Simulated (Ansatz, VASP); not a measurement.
## ZnSe (zincblende ZnSe) in two plane-wave programs

Aim: how closely do two programs agree when they are given the same cell, functional and k mesh? The cell is taken from a series of runs on this material, whose earlier steps may have relaxed, scaled, displaced or heated it; both programs get it as it stands.

Calculated with Ansatz 0.2.0; plane waves, with VASP 6.6.1 beside it; single point at HSE06.

### Step 1. The structure

The structure is cubic, space group F-43m (No. 216). Conventional cell: a = 5.670 Å, b = 5.670 Å, c = 5.670 Å, α = 90.00°, β = 90.00°, γ = 90.00°. Nearest to Zn lie 4 Se at 2.46 Å. Nearest to Se lie 4 Zn at 2.46 Å. Farther neighbours and most contacts between anions are not listed.

### Step 2. Ansatz: single point, HSE06

Ansatz runs on its default PAW (the set named soft_2) files.

With cell and atoms fixed, the geometry can't cause a difference; cores, projectors, grids and the points listed under the comparison can.

File input.yaml:

```yaml
crystal:
  lattice:
    - [0.0, 2.835, 2.835]
    - [2.835, 0.0, 2.835]
    - [2.835, 2.835, 0.0]
  atoms:
    - { symbol: Zn, position: [0.0, 0.0, 0.0] }
    - { symbol: Se, position: [0.25, 0.25, 0.25] }
kpoints:
  mp_grid: { grid: [6, 6, 6] }
hamiltonian:
  xc: hse06
scf:
  occupations: { method: fixed }
  convergence: { dr2_threshold: 1.0e-08 }
output:
  eigenvalues: true
checkpoint:
  write: bulk-hse.run
  compress: false
  write_wavefunctions: false
```

On the command line:

```sh
> ansatz run input.yaml --threads 16 --pin off --max-ram 32768MiB --backend cpu --events-out ev --progress --plain --runs-dir out
```

Numbers of over 12 decimals in the logs are rounded to 6 here.

The log of the run:

```text
Engine: ansatz 0.2.0, aarch64-unknown-linux-gnu
Pseudopotentials: kind: paw
Pseudopotential: Zn, paw, valence charge 12, recommended cutoff 420 eV (normal), Zn.paw.azcp
Pseudopotential: Se, paw, valence charge 16, recommended cutoff 420 eV (normal), Se.paw.azcp
Functional definition: HSE06
  parameter a = 0.25
  parameter omega = 0.11/bohr
  exchange = pbe_x - a*pbe_x_sr(omega) + a*exact_x_sr(omega)
  correlation = pbe_c
davidson cushion auto → on  (no smearing: the cushion is to keep the highest requested band from converging to the state above it; pin scf.eigensolver.cushion to override)
Crystal: 2 atoms, lattice volume = 45.571 Å³
Basis set: ecut = 420 eV, 893 PW (Γ)
Bands: 18, of which v1, the nominal top of the filled ones, is band 14 counted from 1 (13 counted from 0)
Symmetry: 24 space group operations
Space group: F-43m (ITA 216), of the structure as read, at distance tolerance 3.6e-5 Å
k-points: 16 of 216 (time reversal used)
Non-local potential: Zn, projectors of the file, l = 0: 2, l = 1: 2, l = 2: 3, l = 3: 1
Non-local potential: Se, projectors of the file, l = 0: 2, l = 1: 2, l = 2: 3, l = 3: 1
PAW form: soft (Blöchl's): semilocal exchange-correlation on the pseudo side does not see the compensation charge
PAW frozen core: Zn, regenerated for the run's functional, and the local potential with it (the file was generated under x = pbe(κ = 0.804, μ = 0.219515), c = pbe(β = 0.066725))
PAW frozen core: Se, regenerated for the run's functional, and the local potential with it (the file was generated under x = pbe(κ = 0.804, μ = 0.219515), c = pbe(β = 0.066725))
PAW one-centre angular grid: Zn, 590 points (default); XC on 64 Gauss nodes
PAW one-centre angular grid: Se, 590 points (default); XC on 64 Gauss nodes
Initial density: superposition of atomic densities (neutral atoms: chi_scale 0, normalization atom), corrected by the library's trained network
Initial wavefunctions: pseudopotential atomic-orbital guess
Functional: x = pbe(κ = 0.804, μ = 0.219515), c = pbe(β = 0.066725), warm-up for x = pbe(κ = 0.804, μ = 0.219515) + 0.25 (exact − pbe) at short range (hse, ω = 0.207870 Å⁻¹), c = pbe(β = 0.066725); HSE06 as pw.x's `hse` composes it (authors' and Libxc's form: `xc: wpbeh`)
SCF iter   1: F=—  HF=-8789.523916 eV  |F-HF|=—  |Δ(HF+E_count)|=         —  Δρ=1.62e-3  dr2=1.23e-3  ethr=1.77e-3  ⟨swp⟩=8.2  Hψ=1336  notcnv=0
preconditioner: auto → none  [insulator: Δε(μ)=1.282 eV  Ē_g=11.945 eV  n_scr=14 (ndim 8)  ℏωp=23.3 eV  f_vac=0.122]
SCF iter   2: F=—  HF=-8789.523647 eV  |F-HF|=—  |Δ(HF+E_count)|=   2.68e-4  Δρ=1.32e-3  dr2=5.54e-4  ethr=4.41e-6  ⟨swp⟩=4.2  Hψ=1103  notcnv=0
iter 3 solved again at ethr=1.85e-8 eV; its pass at ethr=1.98e-6 eV (dr2=5.18e-6 eV) is discarded
SCF iter   3: F=-8789.523427 eV  HF=-8789.523412 eV  |F-HF|=1.48e-5  |Δ(HF+E_count)|=   2.35e-4  Δρ=1.51e-4  dr2=5.19e-6  ethr=1.85e-8  ⟨swp⟩=3.1  Hψ=1551  notcnv=0
SCF 1 stopped early in 3 iterations: F = -8789.523427 eV  dr2 = 5.19e-6
  greatest PAW one-centre occupation: 1.000 electrons in one spin orbital (limit 2), on the Se atom at site 1 (counted from 0), in its partial waves of l = 2
Initial density: handed on by an earlier stage of this run
Initial wavefunctions: those handed on with the density
Functional: x = pbe(κ = 0.804, μ = 0.219515) + 0.25 (exact − pbe) at short range (hse, ω = 0.207870 Å⁻¹), c = pbe(β = 0.066725); HSE06 as pw.x's `hse` composes it (authors' and Libxc's form: `xc: wpbeh`)
Exchange kernel: α = 0.2500, screened, ω = 0.2079 Å⁻¹, Wigner–Seitz truncation, v(0) = 1046.6438 eV·Å³, q-mesh 6×6×6, nearest image of the exchange supercell L = 24.06 Å, pair-density grid 15×15×15, without the augmentation charges, whose exchange is taken in its separable form by FFT convolution over the k-point mesh (sized by the pseudopotential files, 24×24×24 at the most), smooth part of the exact exchange by density-matrix convolution
Frozen-core exchange: fock
SCF iter   1: F=—  HF=-8791.201737 eV  |F-HF|=—  |Δ(HF+E_count)|=         —  Δρ=2.02e-2  dr2=9.48e-2  ethr=1.85e-7  ⟨swp⟩=7.4  Hψ=1651  notcnv=0
preconditioner: auto → none  [insulator: Δε(μ)=2.354 eV  Ē_g=14.452 eV  n_scr=14 (ndim 8)  ℏωp=23.3 eV  f_vac=0.121]
SCF iter   2: F=—  HF=-8791.170839 eV  |F-HF|=—  |Δ(HF+E_count)|=   3.09e-2  Δρ=2.87e-3  dr2=5.47e-3  ethr=1.85e-7  ⟨swp⟩=5.1  Hψ=1394  notcnv=0
SCF iter   3: F=—  HF=-8791.176097 eV  |F-HF|=—  |Δ(HF+E_count)|=   5.26e-3  Δρ=4.40e-3  dr2=4.07e-3  ethr=1.85e-7  ⟨swp⟩=5.0  Hψ=1299  notcnv=0
SCF iter   4: F=—  HF=-8791.175721 eV  |F-HF|=—  |Δ(HF+E_count)|=   3.75e-4  Δρ=1.79e-3  dr2=6.54e-4  ethr=1.85e-7  ⟨swp⟩=4.0  Hψ=1013  notcnv=0
SCF iter   5: F=—  HF=-8791.176714 eV  |F-HF|=—  |Δ(HF+E_count)|=   9.92e-4  Δρ=8.02e-4  dr2=1.49e-4  ethr=1.85e-7  ⟨swp⟩=4.0  Hψ=1016  notcnv=0
SCF iter   6: F=-8791.176634 eV  HF=-8791.176634 eV  |F-HF|=2.33e-7  |Δ(HF+E_count)|=   7.97e-5  Δρ=1.88e-5  dr2=8.79e-7  ethr=1.85e-7  ⟨swp⟩=4.0  Hψ=924  notcnv=0
SCF 2 stopped early in 6 iterations: F = -8791.176634 eV  dr2 = 8.79e-7
hybrid outer 1: dexx = +1.225e-2 eV, tail = 7.61e-5 eV
Exchange kernel: α = 0.2500, screened, ω = 0.2079 Å⁻¹, Wigner–Seitz truncation, v(0) = 1046.6438 eV·Å³, q-mesh 6×6×6, nearest image of the exchange supercell L = 24.06 Å, pair-density grid 15×15×15, without the augmentation charges, whose exchange is taken in its separable form by FFT convolution over the k-point mesh (sized by the pseudopotential files, 24×24×24 at the most), smooth part of the exact exchange by density-matrix convolution
Frozen-core exchange: fock
SCF iter   1: F=—  HF=-8791.176288 eV  |F-HF|=—  |Δ(HF+E_count)|=         —  Δρ=9.45e-5  dr2=2.48e-6  ethr=1.36e-6  ⟨swp⟩=2.6  Hψ=656  notcnv=0
preconditioner: auto → none  [insulator: Δε(μ)=2.409 eV  Ē_g=14.180 eV  n_scr=14 (ndim 8)  ℏωp=23.3 eV  f_vac=0.121]
iter 2 solved again at ethr=5.18e-10 eV; its pass at ethr=8.12e-9 eV (dr2=1.45e-7 eV) is discarded
SCF iter   2: F=—  HF=-8791.176289 eV  |F-HF|=—  |Δ(HF+E_count)|=   1.36e-7  Δρ=2.91e-5  dr2=2.96e-7  ethr=5.18e-10  ⟨swp⟩=2.0  Hψ=1721  notcnv=0
SCF iter   3: F=—  HF=-8791.176289 eV  |F-HF|=—  |Δ(HF+E_count)|=   8.80e-7  Δρ=2.16e-5  dr2=1.20e-7  ethr=5.18e-10  ⟨swp⟩=4.2  Hψ=951  notcnv=0
SCF iter   4: F=-8791.176289 eV  HF=-8791.176289 eV  |F-HF|=6.73e-10  |Δ(HF+E_count)|=   2.85e-8  Δρ=5.99e-6  dr2=8.50e-9  ethr=3.84e-10  ⟨swp⟩=3.0  Hψ=720  notcnv=0
SCF 3 converged in 4 iterations: F = -8791.176289 eV  dr2 = 8.50e-9
hybrid outer 2: dexx = +9.342e-7 eV, tail = 4.94e-8 eV, Δε = 3.86e-3 eV (about 1.55e-4 eV left of the loop's levels)
hybrid SCF converged: 2 outer / 10 inner (+3 warm-up), last move |dexx| = 9.34e-7 eV, tail = 4.94e-8 eV
Stability not checked: this state was not tested for a lower state beside it, because the functional holds exact exchange (a hybrid, or Hartree-Fock), whose exchange loop this test does not read (fock_operator; see scf.lower_state_search)
Free energy (F): -8791.176289 eV
Frozen-core exchange: fock
Harris-Foulkes:  -8791.176289 eV  (|F-HF|=6.73e-10)
Internal energy: -8791.176289 eV  (E = F + TS)
E sigma→0 (E₀):  -8791.176289 eV
Fermi energy:    6.118031 eV
--- Per-component energies (eV) ---
  E_band       = -455.330277
  E_kinetic    = 248.991872
  E_local      = -4403.312560  (includes V_loc(G=0)·N_el)
  E_nonlocal   = 22.348725
  E_hartree    = 2045.186419
  E_xc         = -192.331457
  E_vxc        = -120.065945  (∫ρ·V_xc dr)
  E_exx        = -110.165530  (= α·E_x^exact, valence–valence)
  E_paw        = -3681.671431  (= ΣΔE_a)
  E_vpaw       = -73.332752  (= ΣTr[D̂ρ^β])
  E_aug_tail   = -0.000890  (compensation charges beyond the density's cutoff)
  E_ewald      = -2719.791124
  E_core_change = -0.430313  (= ΣΔE_core)
  E_smearing   = -0.000000  (= −TS)
  E_closure    = -0.000000  (closes the sum)
  Σ components = -8791.176289   (vs F -8791.176289, Δ=-1.82e-12)
--- Band table (eV; the first three rows and the last of 16) ---
  k-point 0: bands = [... 10 lower, -1.7992, 6.1180, 6.1180, 6.1180, 8.5277, 13.0678, 13.0678, 13.0678]
  k-point 1: bands = [... 10 lower, -1.8009, 4.1736, 5.8550, 5.8550, 9.7709, 13.1170, 13.4956, 13.4956]
  k-point 2: bands = [... 10 lower, -1.7950, 1.7596, 5.4047, 5.4047, 9.9184, 13.7429, 13.7429, 14.9003]
  k-point 15: bands = [... 10 lower, -1.4847, 1.1407, 3.2944, 3.4533, 11.5195, 12.1001, 15.6592, 15.9500]
```

### Step 3. VASP: single point, HSE06

The same cell, functional and mesh now go to VASP, with its own data sets.

Lines of VASP's logs that name or quote its potential files are left out, and so is its time.

The run reads the wave functions of an earlier VASP run, which isn't shown here.

File INCAR:

```
SYSTEM = ZnSe
PREC = Accurate
ENCUT = 400
EDIFF = 1E-06
NELM = 100
ISMEAR = 0
SIGMA = 0.01
LREAL = .FALSE.
ALGO = Normal
LHFCALC = .TRUE.
AEXX = 0.25
GGA = PE
HFSCREEN = 0.208
LASPH = .TRUE.
NBANDS = 15
PRECFOCK = Fast
LORBIT = 11
LWAVE = .FALSE.
LCHARG = .FALSE.
KPAR = 8
ISIF = 2
```

File POSCAR:

```
ZnSe
1.0
    0.0000000000      2.8350000000      2.8350000000
    2.8350000000      0.0000000000      2.8350000000
    2.8350000000      2.8350000000      0.0000000000
Zn Se
1 1
Direct
    0.0000000000      0.0000000000      0.0000000000
    0.2500000000      0.2500000000      0.2500000000
```

File KPOINTS:

```
Automatic mesh
0
Gamma
6 6 6
0 0 0
```

The projector-augmented-wave data sets are Zn and Se (PBE family, release 64).

On the command line:

```sh
> mpirun -np 8 vasp_std
```

The log of the run:

```text
[banner, memory and clock lines left out]
running    8 mpi-ranks, on    1 nodes
 distrk:  each k-point on    1 cores,    8 groups
 distr:  one band on    1 cores,    1 groups

 POSCAR found type information on POSCAR ZnSe
 POSCAR found :  2 types and       2 ions
|                                                                             |
|           W    W    AA    RRRRR   N    N  II  N    N   GGGG   !!!           |
|           W    W   A  A   R    R  NN   N  II  NN   N  G    G  !!!           |
|           W    W  A    A  R    R  N N  N  II  N N  N  G       !!!           |
|           W WW W  AAAAAA  RRRRR   N  N N  II  N  N N  G  GGG   !            |
|           WW  WW  A    A  R   R   N   NN  II  N   NN  G    G                |
|           W    W  A    A  R    R  N    N  II  N    N   GGGG   !!!           |
|                                                                             |
|     For optimal performance we recommend to set                             |
|       NCORE = 2 up to number-of-cores-per-socket                            |
|     NCORE specifies how many cores store one orbital (NPAR=cpu/NCORE).      |
|     This setting can greatly improve the performance of VASP for DFT.       |
|     The default, NCORE=1 might be grossly inefficient on modern             |
|     multi-core architectures or massively parallel machines. Do your        |
|     Unfortunately you need to use the default for GW and RPA                |
|     calculations (for HF NCORE is supported but not extensively tested      |
|     yet).                                                                   |
|                                                                             |

 LDA part: xc-table for (Slater+PW92), standard interpolation
 found WAVECAR, reading the header
 POSCAR, INCAR and KPOINTS ok, starting setup
 FFT: planning ... GRIDC
 FFT: planning ... GRID_SOFT
 FFT: planning ... GRID
 reading WAVECAR
 the WAVECAR file was read successfully
 initial charge from wavefunction
 entering main loop
       N       E                     dE             d eps       ncg     rms          rms(c)
DAV:   1    -0.744258160776E+01   -0.74426E+01   -0.66417E-01   649   0.239E+01    0.210E+00
DAV:   2    -0.742293357635E+01    0.19648E-01   -0.18050E-01   564   0.834E+00    0.110E+00
DAV:   3    -0.742313235405E+01   -0.19878E-03   -0.17341E-02   613   0.205E+00    0.696E-01
DAV:   4    -0.742280771026E+01    0.32464E-03   -0.13947E-03   543   0.440E-01    0.408E-01
DAV:   5    -0.742269810590E+01    0.10960E-03   -0.19468E-04   604   0.134E-01    0.234E-01
DAV:   6    -0.742266927392E+01    0.28832E-04   -0.38879E-05   550   0.601E-02    0.130E-01
DAV:   7    -0.742265686333E+01    0.12411E-04   -0.41986E-06   515   0.206E-02    0.717E-02
DAV:   8    -0.742265232299E+01    0.45403E-05   -0.16489E-06   508   0.101E-02    0.385E-02
DAV:   9    -0.742265056162E+01    0.17614E-05   -0.57859E-07   289   0.603E-03    0.207E-02
DAV:  10    -0.742264989740E+01    0.66422E-06   -0.26437E-07   240   0.422E-03
   1 F= -.74226499E+01 E0= -.74226499E+01  d E =-.169270E-18
```

From OUTCAR (step 3):

```text
ion  position               nearest neighbor table
   1  0.000  0.000  0.000-   2 2.46   2 2.46   2 2.46   2 2.46
   2  0.250  0.250  0.250-   1 2.46   1 2.46   1 2.46   1 2.46

  LATTYP: Found a face centered cubic cell.
 ALAT       =     5.6700000000

 Subroutine GETGRP returns: Found 24 space group operations
 (whereof 24 operations were pure point group operations)

The static configuration has the point symmetry T_d .

 Found     16 irreducible k-points:

   k-points           NKPTS =     16   k-points in BZ     NKDIM =    216   number of bands    NBANDS=     15

   dimension x,y,z NGX =    28 NGY =   28 NGZ =   28
   dimension x,y,z NGXF=    56 NGYF=   56 NGZF=   56

   ENCUT  =  400.0 eV  29.40 Ry    5.42 a.u.   6.54  6.54  6.54*2*pi/ulx,y,z

   NELECT =      18.0000    total number of electrons

 k-points in reciprocal lattice and weights: Automatic mesh
   0.00000000  0.00000000  0.00000000       0.005
   0.16666667  0.00000000  0.00000000       0.037
   0.33333333  0.00000000  0.00000000       0.037
   0.50000000  0.00000000  0.00000000       0.019
   0.16666667  0.16666667  0.00000000       0.028
   0.33333333  0.16666667  0.00000000       0.111
   0.50000000  0.16666667  0.00000000       0.111
  -0.33333333  0.16666667  0.00000000       0.111
  -0.16666667  0.16666667  0.00000000       0.056
[...]
-0.33333333  0.33333333  0.16666667       0.111
  -0.33333333  0.50000000  0.16666667       0.056

  exchange ACFDT corr.  =         0.00000000  see jH, gK, PRB 81, 115126

 average (electrostatic) potential at core
       1 -29.5841       2 -52.2705

 E-fermi :   1.0093

 k-point     1 :       0.0000    0.0000    0.0000
  band No.  band energies     occupation
    ...
      5      -6.8890      2.00000
      6      -6.8889      2.00000
      7       0.9512      2.00000
      8       0.9512      2.00000
      9       0.9512      2.00000
     10       3.3490      0.00000
     11       7.8941      0.00000
     12       7.8941      0.00000
     13       7.8941      0.00000
     14      12.2382      0.00000
    ...

 k-point     2 :       0.1667    0.0000    0.0000
  band No.  band energies     occupation
    ...
      5      -6.8902      2.00000
      6      -6.8902      2.00000
      7      -0.9926      2.00000
      8       0.6881      2.00000
      9       0.6881      2.00000
     10       4.5944      0.00000
     11       7.9490      0.00000
     12       8.3216      0.00000
     13       8.3216      0.00000
     14      12.5759      0.00000
    ...

 k-point     3 :       0.3333    0.0000    0.0000
  band No.  band energies     occupation
    ...
      5      -6.8840      2.00000
      6      -6.8840      2.00000
      7      -3.4036      2.00000
      8       0.2375      2.00000
      9       0.2375      2.00000
     10       4.7455      0.00000
     11       8.5715      0.00000
     12       8.5715      0.00000
     13       9.7358      0.00000
     14      12.5817      0.00000
    ...

  Total        0.2222469      0.2222469      0.2222469      0.0000000      0.0000000      0.0000000
  in kB        7.8137060      7.8137060      7.8137060      0.0000000      0.0000000      0.0000000
  external PRESSURE =       7.8137060 kB  Pullay stress =       0.0000000 kB

  energy-cutoff  :      400.00
  volume of cell :       45.57
      direct lattice vectors                 reciprocal lattice vectors
     0.000000000  2.835000000  2.835000000    -0.176366843  0.176366843  0.176366843
     2.835000000  0.000000000  2.835000000     0.176366843 -0.176366843  0.176366843
     2.835000000  2.835000000  0.000000000     0.176366843  0.176366843 -0.176366843

 POSITION                                       TOTAL-FORCE (eV/Angst)
 -----------------------------------------------------------------------------------
      0.00000      0.00000      0.00000        -0.000000     -0.000000     -0.000000
      1.41750      1.41750      1.41750         0.000000      0.000000      0.000000
 -----------------------------------------------------------------------------------
    total drift:                                0.000104      0.000072      0.000069

  FREE ENERGIE OF THE ION-ELECTRON SYSTEM (eV)
  ---------------------------------------------------
  free  energy   TOTEN  =        -7.4226498974 eV

  energy  without entropy=       -7.4226498974  energy(sigma->0) =       -7.42264990

 total charge
# of ion       s       p       d       tot
------------------------------------------
    1        0.496   0.439   9.821  10.756
    2        1.443   2.496   0.027   3.966
--------------------------------------------------
tot          1.939   2.935   9.848  14.722

[... 3 further parts left out ...]
```

The run ends at a pressure of 0.78 GPa.

### Step 4. Side by side

Known differences besides the potentials themselves: exact exchange at q = 0 is treated differently, which shows on coarse meshes; VASP keeps PBE cores, Ansatz makes them for the functional; fixed occupations in Ansatz, narrow Gaussian smearing in VASP; the data sets hold 28 valence electrons in Ansatz (on its default PAW (the set named soft_2) files) and 18 in VASP; the cutoff is 420 eV in Ansatz and 400 eV in VASP; VASP takes a coarser grid for exact exchange (PRECFOCK = Fast). Total energies have different zeros and are not compared.

The two programs side by side:

```tsv
quantity	Ansatz	VASP	difference
gap on the k mesh (eV)	2.410	2.398	+0.012
```

A gap on the mesh is an upper bound, since the band edges may lie between its points.

### Step 5. Results

```json
{
  "difference in gap on the k mesh (single point, HSE06)": "0.012 eV"
}
```

**Reading.** The difference in gap on the k mesh is 0.012 eV (single point, HSE06), within the 0.08 eV picked in this series as the mark of a large difference. The data sets hold unlike numbers of valence electrons (28 in Ansatz and 18 in VASP), so part of the differences comes from the potentials. Such differences can come from data sets, numerical settings and the points named under the comparisons, not from the functional's error against experiment.

[Lines on the potential files, build, host, timing and source positions are cut from VASP's logs without a mark.]

[Logs are printed without paths, hosts, clocks, repeated set-up lines and the standing remarks that a program may print on its own settings, such as how far it seeks lower states.]

[Hosts, paths, dates, database ids (printed as entryN), source tags and the programs' standing remarks are cut or masked in the printed files.]
